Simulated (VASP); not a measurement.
An input for Quantum ESPRESSO's pw.x (written as the equivalent of a VASP run, and not itself run):

```
&CONTROL
  calculation = 'vc-relax'
  pseudo_dir = './pseudo'
  outdir = './out'
  tprnfor = .true.
  tstress = .true.
  nstep = 40
  forc_conv_thr = 0.00078
/
&SYSTEM
  ibrav = 0
  nat = 4
  ntyp = 2
  ecutwfc = 102
  occupations = 'smearing'
  smearing = 'gaussian'
  degauss = 0.003675
  input_dft = 'pbesol'
/
&ELECTRONS
  conv_thr = 7.3e-08
  electron_maxstep = 100
/
&IONS
/
&CELL
  press = 100
/
ATOMIC_SPECIES
  Cd 112.414 Cd.upf
  S 32.060 S.upf
CELL_PARAMETERS angstrom
     3.6790955    0.0000000    0.0000000
    -1.8395478    3.1861904    0.0000000
     0.0000000    0.0000000    6.2279096
ATOMIC_POSITIONS crystal
  Cd   0.0000000  0.0000000  0.0000000
  Cd   0.0000000  0.0000000  0.5000000
  S    0.3333330  0.6666670  0.2500000
  S    0.6666670  0.3333330  0.7500000
K_POINTS automatic
  7 7 4 0 0 0
```

Write the VASP files for the same calculation (PBEsol).

Several could match; the one computed here: 
**POSCAR**
```
CdS
1.0
  3.6790955260   0.0000000000   0.0000000000
 -1.8395477630   3.1861903584   0.0000000000
  0.0000000000   0.0000000000   6.2279095656
Cd S
2 2
Cartesian
  0.0000000000   0.0000000000   0.0000000000
  0.0000000000   0.0000000000   3.1139547828
 -0.0000018395   2.1241279677   1.5569773914
  1.8395496025   1.0620623907   4.6709321742
```

### INCAR
```
SYSTEM = CdS
PREC = Accurate
ENCUT = 500
EDIFF = 1E-6
NELM = 100
ALGO = Normal
LREAL = .FALSE.
LASPH = .TRUE.
ISMEAR = 0
SIGMA = 0.05
GGA = PS
LMAXMIX = 4
LWAVE = .FALSE.
LCHARG = .FALSE.
IBRION = 2
ISIF = 3
NSW = 40
EDIFFG = -0.02
PSTRESS = 100
```

**KPOINTS**
```
Automatic mesh
0
Gamma
7 7 4
0 0 0
```

POTCAR, in this order: Cd S (PBE.64 set). Program: vasp_std.

The two are equivalent in intent, not identical: the potentials are each code's own (VASP's PAW set, PseudoDojo norm-conserving files in pw.x), so ENCUT and ecutwfc are chosen apart and not converted; conv_thr bounds pw.x's estimated SCF error, while EDIFF bounds the energy change between steps; forc_conv_thr acts on force components and is met together with etot_conv_thr.

The structure was generated: CdS was put into the NiAs type type (P6_3/mmc), which need not be its known phase. It was relaxed first under an external pressure of 10 GPa.
